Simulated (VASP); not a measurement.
# What goes wrong when the modes of Bi2Te3 (Tellurobismuthite) are computed with a bad input

Aim: see how common mistakes in a phonon run show up, on Bi2Te3 (Tellurobismuthite). The starting structure is a measured crystal structure from the Crystallography Open Database.

Program: VASP 6.6.1. Level of theory: Kohn-Sham DFT with plane waves and PAW; LDA. Results are calculated unless marked as measured.

**1. The structure**

It takes space group R-3m (No. 166, trigonal). Conventional cell: a = 4.386 Å, b = 4.386 Å, c = 30.497 Å, α = 90.00°, β = 90.00°, γ = 120.00°. Nearest to Bi lie 6 Te at 3.07 to 3.25 Å. Te has 3 Bi at 3.07 Å nearest. Te has 6 Bi at 3.25 Å nearest. Farther neighbours and most contacts between anions are not listed.

**2. Reference modes**

The cell comes from a relaxation at this level, not shown (163.66 Å³).

File INCAR:

```
SYSTEM = Bi2Te3
PREC = Accurate
ENCUT = 450
EDIFF = 1E-08
NELM = 100
ISMEAR = 0
SIGMA = 0.03
LREAL = .FALSE.
ALGO = Normal
GGA = CA
NBANDS = 30
LORBIT = 11
LWAVE = .FALSE.
LCHARG = .FALSE.
KPAR = 16
IBRION = 6
NFREE = 2
POTIM = 0.015
NSW = 1
ISIF = 2
```

File POSCAR:

```
Bi2Te3
1.0
   -4.3558127779      0.0000000000      0.0000000000
    2.1779063890     -3.7722445199      0.0000000000
    2.1779063890      1.2574148400      9.9601141949
Bi Te
2 3
Direct
    0.1994964963      0.5997482482      0.7992447445
    0.8005035037      0.4002517518      0.2007552555
    0.5824529043      0.7912264522      0.3736793564
    0.4175470957      0.2087735478      0.6263206436
    0.0000000000      0.0000000000      0.0000000000
```

File KPOINTS:

```
Automatic mesh
0
Gamma
6 6 6
0 0 0
```

The projector-augmented-wave data sets are Bi_d and Te (LDA family, release 64).

On the command line:

```sh
> mpirun -np 16 vasp_std
```

Log:

```text
[banner, memory and clock lines left out]
running   16 mpi-ranks, on    1 nodes
 distrk:  each k-point on    1 cores,   16 groups
 distr:  one band on    1 cores,    1 groups

 POSCAR found type information on POSCAR BiTe
 POSCAR found :  2 types and       5 ions
|                                                                             |
|           W    W    AA    RRRRR   N    N  II  N    N   GGGG   !!!           |
|           W    W   A  A   R    R  NN   N  II  NN   N  G    G  !!!           |
|           W    W  A    A  R    R  N N  N  II  N N  N  G       !!!           |
|           W WW W  AAAAAA  RRRRR   N  N N  II  N  N N  G  GGG   !            |
|           WW  WW  A    A  R   R   N   NN  II  N   NN  G    G                |
|           W    W  A    A  R    R  N    N  II  N    N   GGGG   !!!           |
|                                                                             |
|     For optimal performance we recommend to set                             |
|       NCORE = 2 up to number-of-cores-per-socket                            |
|     NCORE specifies how many cores store one orbital (NPAR=cpu/NCORE).      |
|     This setting can greatly improve the performance of VASP for DFT.       |
|     The default, NCORE=1 might be grossly inefficient on modern             |
|     multi-core architectures or massively parallel machines. Do your        |
|     Unfortunately you need to use the default for GW and RPA                |
|     calculations (for HF NCORE is supported but not extensively tested      |
|     yet).                                                                   |
|                                                                             |

 LDA part: xc-table for (Slater(with rela. corr.)+CA(PZ))
 , standard interpolation
 POSCAR, INCAR and KPOINTS ok, starting setup
 FFT: planning ... GRIDC
 FFT: planning ... GRID_SOFT
 FFT: planning ... GRID
 WAVECAR not read
 entering main loop
       N       E                     dE             d eps       ncg     rms          rms(c)
DAV:   1     0.418870831155E+03    0.41887E+03   -0.20201E+04  1928   0.141E+03
DAV:   2     0.238668524276E+02   -0.39500E+03   -0.38146E+03  2056   0.377E+02
DAV:   3    -0.199445186297E+02   -0.43811E+02   -0.41922E+02  2462   0.139E+02
DAV:   4    -0.217901969425E+02   -0.18457E+01   -0.18320E+01  2208   0.306E+01
DAV:   5    -0.218808250050E+02   -0.90628E-01   -0.90591E-01  2704   0.678E+00    0.830E+00
DAV:   6    -0.216161941090E+02    0.26463E+00   -0.39480E-01  2356   0.465E+00    0.611E+00
DAV:   7    -0.216105211169E+02    0.56730E-02   -0.20724E-01  2388   0.209E+00    0.915E-01
DAV:   8    -0.216074475349E+02    0.30736E-02   -0.28858E-02  2148   0.107E+00    0.521E-01
DAV:   9    -0.216067225596E+02    0.72498E-03   -0.38199E-03  2186   0.389E-01    0.345E-01
DAV:  10    -0.216067441793E+02   -0.21620E-04   -0.89229E-04  2160   0.157E-01    0.848E-02
DAV:  11    -0.216067306655E+02    0.13514E-04   -0.94716E-05  2292   0.668E-02    0.374E-02
DAV:  12    -0.216067348708E+02   -0.42054E-05   -0.37037E-05  2510   0.252E-02    0.269E-02
DAV:  13    -0.216067336328E+02    0.12380E-05   -0.36572E-06  2244   0.120E-02    0.105E-02
DAV:  14    -0.216067335017E+02    0.13111E-06   -0.85148E-07  2144   0.504E-03    0.165E-03
DAV:  15    -0.216067335190E+02   -0.17267E-07   -0.26906E-07  2030   0.222E-03    0.194E-03
DAV:  16    -0.216067335202E+02   -0.11851E-08   -0.22911E-08  1616   0.919E-04
   1 F= -.21606734E+02 E0= -.21606733E+02  d E =-.553104E-06
[... from here on, the cycles between the ionic steps are left out ...]
   2 F= -.21606421E+02 E0= -.21606420E+02  d E =-.547222E-06
   3 F= -.21606417E+02 E0= -.21606417E+02  d E =-.547000E-06
   4 F= -.21605946E+02 E0= -.21605946E+02  d E =-.277954E-06
   5 F= -.21605938E+02 E0= -.21605938E+02  d E =-.714100E-06
   6 F= -.21606318E+02 E0= -.21606318E+02  d E =-.558370E-06
   7 F= -.21606318E+02 E0= -.21606318E+02  d E =-.558443E-06
   8 F= -.21606101E+02 E0= -.21606101E+02  d E =-.352995E-06
   9 F= -.21606118E+02 E0= -.21606118E+02  d E =-.676808E-06
  10 F= -.21606398E+02 E0= -.21606397E+02  d E =-.550857E-06
  11 F= -.21606398E+02 E0= -.21606397E+02  d E =-.550905E-06
  12 F= -.21606250E+02 E0= -.21606250E+02  d E =-.508759E-06
 Finite differences progress:
  Degree of freedom:   6/  6
  Displacement:        1/  2
  Total:              11/ 12
 bond charge predicted
       N       E                     dE             d eps       ncg     rms          rms(c)
DAV:   1    -0.216053388914E+02    0.91095E-03   -0.41053E-01  1920   0.207E+00    0.207E-01
DAV:   2    -0.216062237648E+02   -0.88487E-03   -0.14082E-02  2446   0.599E-01    0.591E-02
DAV:   3    -0.216062516584E+02   -0.27894E-04   -0.81170E-04  2736   0.297E-01    0.579E-02
DAV:   4    -0.216062536001E+02   -0.19417E-05   -0.67663E-05  2248   0.441E-02    0.573E-02
DAV:   5    -0.216062502248E+02    0.33752E-05   -0.16296E-05  2100   0.425E-02    0.110E-02
DAV:   6    -0.216062499694E+02    0.25541E-06   -0.21833E-06  2296   0.962E-03    0.570E-03
DAV:   7    -0.216062498559E+02    0.11347E-06   -0.86487E-07  2302   0.117E-02    0.502E-03
DAV:   8    -0.216062498352E+02    0.20726E-07   -0.99390E-08  2220   0.294E-03    0.401E-03
DAV:   9    -0.216062498214E+02    0.13860E-07   -0.17440E-08  1404   0.949E-04    0.200E-03
DAV:  10    -0.216062498140E+02    0.73978E-08   -0.29327E-08  1832   0.216E-03
  13 F= -.21606250E+02 E0= -.21606250E+02  d E =-.508779E-06
 Finite differences progress:
  Degree of freedom:   6/  6
  Displacement:        2/  2
  Total:              12/ 12
```

It took 4.3 min on 16 MPI ranks of AMD EPYC 7R43, shared host; peak memory 11 GiB.

The logs omit lines about the potential files and the build; timing stands in the text.

From OUTCAR (step 2):

```text
ion  position               nearest neighbor table
   1  0.199  0.600  0.799-   4 3.05   4 3.05   4 3.05   5 3.21   5 3.21   5 3.21
   2  0.801  0.400  0.201-   3 3.05   3 3.05   3 3.05   5 3.21   5 3.21   5 3.21
   3  0.582  0.791  0.374-   2 3.05   2 3.05   2 3.05   4 3.56   4 3.56   4 3.56
   4  0.418  0.209  0.626-   1 3.05   1 3.05   1 3.05   3 3.56   3 3.56   3 3.56
   5  0.000  0.000  0.000-   1 3.21   2 3.21   2 3.21   1 3.21   2 3.21   1 3.21

  LATTYP: Found a trigonal (rhomboedric) cell.
 ALAT       =    10.2726940524
 COS(alpha) =     0.9101041371

 Subroutine GETGRP returns: Found 12 space group operations
 (whereof 12 operations were pure point group operations)

The static configuration has the point symmetry D_3d.

 Found     32 irreducible k-points:

   k-points           NKPTS =     32   k-points in BZ     NKDIM =     32   number of bands    NBANDS=     30

   dimension x,y,z NGX =    30 NGY =   30 NGZ =   72
   dimension x,y,z NGXF=    60 NGYF=   60 NGZF=  144

   ENCUT  =  450.0 eV  33.07 Ry    5.75 a.u.   7.53  7.53 17.77*2*pi/ulx,y,z

   NELECT =      48.0000    total number of electrons

 k-points in reciprocal lattice and weights: Automatic mesh
   0.00000000  0.00000000  0.00000000       0.005
   0.16666667 -0.00000000 -0.00000000       0.028
   0.33333333 -0.00000000 -0.00000000       0.028
   0.50000000 -0.00000000 -0.00000000       0.014
   0.00000000  0.16666667 -0.00000000       0.028
   0.16666667  0.16666667  0.00000000       0.056
   0.33333333  0.16666667 -0.00000000       0.056
   0.00000000  0.33333333  0.00000000       0.028
   0.16666667  0.33333333 -0.00000000       0.056
[...]
0.16666667  0.16666667  0.33333333       0.028
   0.00000000  0.00000000  0.50000000       0.005

 average (electrostatic) potential at core
       1-104.8630       2-104.8779       3 -88.7469       4 -88.7153       5 -88.5457

 E-fermi :   6.5585

 k-point     1 :       0.0000    0.0000    0.0000
  band No.  band energies     occupation
    ...
     20       4.6326      2.00000
     21       4.6326      2.00000
     22       5.5439      2.00000
     23       5.5439      2.00000
     24       6.4867      1.99929
     25       6.6303      0.00071
     26       6.9918      0.00000
     27       6.9918      0.00000
     28       8.3848      0.00000
     29       8.5773      0.00000
    ...

 k-point     2 :       0.1667   -0.0000   -0.0000
  band No.  band energies     occupation
    ...
     20       4.7268      2.00000
     21       4.8451      2.00000
     22       5.1939      2.00000
     23       5.4172      2.00000
     24       5.9773      2.00000
     25       7.4670      0.00000
     26       7.7425      0.00000
     27       7.7525      0.00000
     28       8.5667      0.00000
     29       8.7080      0.00000
    ...

 k-point     3 :       0.3333   -0.0000   -0.0000
  band No.  band energies     occupation
    ...
     20       4.1132      2.00000
     21       4.2155      2.00000
     22       4.7271      2.00000
     23       4.8190      2.00000
     24       4.9329      2.00000
     25       8.0384      0.00000
     26       8.4320      0.00000
     27       8.9585      0.00000
     28       9.0254      0.00000
     29       9.0384      0.00000
    ...

  Total        0.0032523      0.0032523      0.0012597     -0.0000000      0.0000000      0.0000000
  in kB        0.0318398      0.0318398      0.0123326     -0.0000000      0.0000000      0.0000000
  external PRESSURE =       0.0253374 kB  Pullay stress =       0.0000000 kB

  energy-cutoff  :      450.00
  volume of cell :      163.66
      direct lattice vectors                 reciprocal lattice vectors
    -4.355812778  0.000000000  0.000000000    -0.229578279 -0.132547081  0.066933637
     2.177906389 -3.772244520  0.000000000     0.000000000 -0.265094162  0.033466818
     2.177906389  1.257414840  9.960114195     0.000000000  0.000000000  0.100400455

 POSITION                                       TOTAL-FORCE (eV/Angst)
 -----------------------------------------------------------------------------------
      2.17791     -1.25741      7.96057        -0.000000     -0.000000     -0.019514
     -2.17791     -1.25741      1.99955        -0.000000     -0.000000     -0.019400
      0.00000     -2.51483      3.72189        -0.000000     -0.000000     -0.013240
      0.00000      0.00000      6.23823        -0.000000     -0.000000     -0.012382
     -0.00000      0.00000     -0.01500         0.000000      0.000000      0.064537
 -----------------------------------------------------------------------------------
    total drift:                               -0.000001     -0.000000     -0.000161

  FREE ENERGIE OF THE ION-ELECTRON SYSTEM (eV)
  ---------------------------------------------------
  free  energy   TOTEN  =       -21.6062498140 eV

  energy  without entropy=      -21.6062493052  energy(sigma->0) =      -21.60624956

 Eigenvectors and eigenvalues of the dynamical matrix
 ----------------------------------------------------

   1 f  =    4.242653 THz    26.657376 2PiTHz  141.519674 cm-1    17.546195 meV
             X         Y         Z           dx          dy          dz
      2.177906 -1.257415  7.960569     0.000000    0.000000    0.474024
     -2.177906 -1.257415  1.999545    -0.000000   -0.000000   -0.474024
      0.000000 -2.514830  3.721889     0.000000    0.000000    0.524691
      0.000000  0.000000  6.238225    -0.000000   -0.000000   -0.524691
      0.000000  0.000000  0.000000    -0.000000   -0.000000   -0.000000

   2 f  =    3.808800 THz    23.931399 2PiTHz  127.047906 cm-1    15.751926 meV
             X         Y         Z           dx          dy          dz
      2.177906 -1.257415  7.960569     0.000000    0.000000    0.426851
     -2.177906 -1.257415  1.999545     0.000000    0.000000    0.426851
      0.000000 -2.514830  3.721889    -0.000000   -0.000000   -0.563297
      0.000000  0.000000  6.238225    -0.000000   -0.000000   -0.563297
      0.000000  0.000000  0.000000     0.000000    0.000000    0.031458

   3 f  =    3.360168 THz    21.112559 2PiTHz  112.083143 cm-1    13.896532 meV
             X         Y         Z           dx          dy          dz
      2.177906 -1.257415  7.960569    -0.078542    0.361800   -0.000000
     -2.177906 -1.257415  1.999545     0.078542   -0.361800    0.000000
      0.000000 -2.514830  3.721889    -0.127804    0.588726   -0.000000
      0.000000  0.000000  6.238225     0.127804   -0.588726    0.000000
      0.000000  0.000000  0.000000     0.000000    0.000000    0.000000

   4 f  =    3.360168 THz    21.112559 2PiTHz  112.083143 cm-1    13.896532 meV
             X         Y         Z           dx          dy          dz
      2.177906 -1.257415  7.960569     0.361800    0.078542   -0.000000
     -2.177906 -1.257415  1.999545    -0.361800   -0.078542    0.000000
      0.000000 -2.514830  3.721889     0.588726    0.127804   -0.000000
      0.000000  0.000000  6.238225    -0.588726   -0.127804    0.000000
      0.000000  0.000000  0.000000     0.000000    0.000000    0.000000

   5 f  =    3.129182 THz    19.661230 2PiTHz  104.378274 cm-1    12.941251 meV
             X         Y         Z           dx          dy          dz
      2.177906 -1.257415  7.960569    -0.000000   -0.000000    0.237059
     -2.177906 -1.257415  1.999545    -0.000000   -0.000000    0.237059
      0.000000 -2.514830  3.721889     0.000000    0.000000    0.154042
      0.000000  0.000000  6.238225     0.000000    0.000000    0.154042
      0.000000  0.000000  0.000000    -0.000000   -0.000000   -0.916596

   6 f  =    3.016186 THz    18.951254 2PiTHz  100.609127 cm-1    12.473936 meV
             X         Y         Z           dx          dy          dz
      2.177906 -1.257415  7.960569    -0.031121    0.143363    0.000000
     -2.177906 -1.257415  1.999545    -0.031121    0.143363    0.000000
      0.000000 -2.514830  3.721889     0.109158   -0.502845    0.000000
      0.000000  0.000000  6.238225     0.109158   -0.502845    0.000000
      0.000000  0.000000  0.000000    -0.138692    0.638894   -0.000000

   7 f  =    3.016186 THz    18.951254 2PiTHz  100.609127 cm-1    12.473936 meV
             X         Y         Z           dx          dy          dz
      2.177906 -1.257415  7.960569    -0.143363   -0.031121   -0.000000
     -2.177906 -1.257415  1.999545    -0.143363   -0.031121   -0.000000
      0.000000 -2.514830  3.721889     0.502845    0.109158   -0.000000
      0.000000  0.000000  6.238225     0.502845    0.109158   -0.000000
      0.000000  0.000000  0.000000    -0.638894   -0.138692    0.000000

   8 f  =    2.105145 THz    13.227014 2PiTHz   70.220067 cm-1     8.706175 meV
             X         Y         Z           dx          dy          dz
      2.177906 -1.257415  7.960569    -0.098958    0.455859   -0.000000
     -2.177906 -1.257415  1.999545    -0.098958    0.455859   -0.000000
      0.000000 -2.514830  3.721889     0.058413   -0.269083    0.000000
      0.000000  0.000000  6.238225     0.058413   -0.269083    0.000000
      0.000000  0.000000  0.000000     0.136358   -0.628149    0.000000

   9 f  =    2.105145 THz    13.227014 2PiTHz   70.220067 cm-1     8.706175 meV
             X         Y         Z           dx          dy          dz
      2.177906 -1.257415  7.960569     0.455859    0.098958   -0.000000
     -2.177906 -1.257415  1.999545     0.455859    0.098958   -0.000000
      0.000000 -2.514830  3.721889    -0.269083   -0.058413    0.000000
      0.000000  0.000000  6.238225    -0.269083   -0.058413    0.000000
      0.000000  0.000000  0.000000    -0.628149   -0.136358    0.000000

  10 f  =    1.923507 THz    12.085752 2PiTHz   64.161292 cm-1     7.954983 meV
             X         Y         Z           dx          dy          dz
      2.177906 -1.257415  7.960569     0.000000    0.000000    0.524691
     -2.177906 -1.257415  1.999545    -0.000000   -0.000000   -0.524691
      0.000000 -2.514830  3.721889    -0.000000   -0.000000   -0.474024
      0.000000  0.000000  6.238225     0.000000    0.000000    0.474024
      0.000000  0.000000  0.000000    -0.000000    0.000000   -0.000000

  11 f  =    1.266600 THz     7.958285 2PiTHz   42.249240 cm-1     5.238236 meV
             X         Y         Z           dx          dy          dz
      2.177906 -1.257415  7.960569    -0.127800    0.588727   -0.000000
     -2.177906 -1.257415  1.999545     0.127800   -0.588727    0.000000
      0.000000 -2.514830  3.721889     0.078539   -0.361800    0.000000
      0.000000  0.000000  6.238225    -0.078539    0.361800   -0.000000
      0.000000  0.000000  0.000000    -0.000000    0.000000    0.000000

  12 f  =    1.266600 THz     7.958285 2PiTHz   42.249240 cm-1     5.238236 meV
             X         Y         Z           dx          dy          dz
      2.177906 -1.257415  7.960569     0.588727    0.127800   -0.000000
     -2.177906 -1.257415  1.999545    -0.588727   -0.127800    0.000000
      0.000000 -2.514830  3.721889    -0.361800   -0.078539    0.000000
      0.000000  0.000000  6.238225     0.361800    0.078539   -0.000000
      0.000000  0.000000  0.000000     0.000000    0.000000    0.000000

  13 f/i=    0.000433 THz     0.002723 2PiTHz    0.014458 cm-1     0.001793 meV
             X         Y         Z           dx          dy          dz
      2.177906 -1.257415  7.960569    -0.289099   -0.421071   -0.000000
     -2.177906 -1.257415  1.999545    -0.289099   -0.421071   -0.000000
      0.000000 -2.514830  3.721889    -0.225990   -0.329154   -0.000000
      0.000000  0.000000  6.238225    -0.225990   -0.329154   -0.000000
      0.000000  0.000000  0.000000    -0.225991   -0.329155   -0.000000

  14 f/i=    0.000433 THz     0.002723 2PiTHz    0.014458 cm-1     0.001793 meV
             X         Y         Z           dx          dy          dz
      2.177906 -1.257415  7.960569    -0.421071    0.289099    0.000000
     -2.177906 -1.257415  1.999545    -0.421071    0.289099    0.000000
      0.000000 -2.514830  3.721889    -0.329154    0.225990    0.000000
      0.000000  0.000000  6.238225    -0.329154    0.225990    0.000000
      0.000000  0.000000  0.000000    -0.329155    0.225991    0.000000

  15 f/i=    0.004530 THz     0.028461 2PiTHz    0.151093 cm-1     0.018733 meV
             X         Y         Z           dx          dy          dz
      2.177906 -1.257415  7.960569     0.000000   -0.000000    0.511470
     -2.177906 -1.257415  1.999545     0.000000   -0.000000    0.511470
      0.000000 -2.514830  3.721889     0.000000   -0.000000    0.398707
      0.000000  0.000000  6.238225     0.000000   -0.000000    0.398707
      0.000000  0.000000  0.000000     0.000000   -0.000000    0.398575

 ELASTIC MODULI CONTR FROM IONIC RELAXATION (kBar)
 Direction    XX          YY          ZZ          XY          YZ          ZX
 --------------------------------------------------------------------------------
 XX        -146.1525    -32.1249   -156.5765      0.0000    112.9415     -0.0000
 YY         -32.1249   -146.1525   -156.5765      0.0000   -112.9415      0.0000
 ZZ        -156.5765   -156.5765   -285.0053      0.0000     -0.0000     -0.0000
 XY           0.0000      0.0000      0.0000    -57.0138     -0.0000    112.9415
 YZ         112.9415   -112.9415     -0.0000     -0.0000   -223.7531      0.0000
 ZX          -0.0000      0.0000     -0.0000    112.9415      0.0000   -223.7532
 --------------------------------------------------------------------------------

 total charge
# of ion       s       p       d       tot
------------------------------------------
    1        1.598   1.171   9.947  12.715
    2        1.598   1.171   9.947  12.715
    3        1.415   1.916   0.030   3.360
    4        1.415   1.916   0.030   3.360
    5        1.395   1.981   0.027   3.402
--------------------------------------------------
tot          7.421   8.154  19.979  35.554

[... 3 further parts left out ...]
```

The last energy, forces, stress and levels in OUTCAR belong to the last displaced cell, not to the cell of POSCAR.

Reference: the zone-centre modes are A1g (2) 141.5, A2u (2) 127.0, Eg (2) 112.1, A2u (1) 104.4, Eu (2) 100.6, Eu (1) 70.2, A1g (1) 64.2, Eg (1) 42.2 cm⁻¹.

(Continued in part 2 of 2.)

[Lines on the potential files, build, host, timing and source positions are cut from VASP's logs without a mark.]

[Logs are printed without paths, hosts, clocks, repeated set-up lines and the standing remarks that a program may print on its own settings, such as how far it seeks lower states.]

[Hosts, paths, dates, database ids (printed as entryN), source tags and the programs' standing remarks are cut or masked in the printed files.]
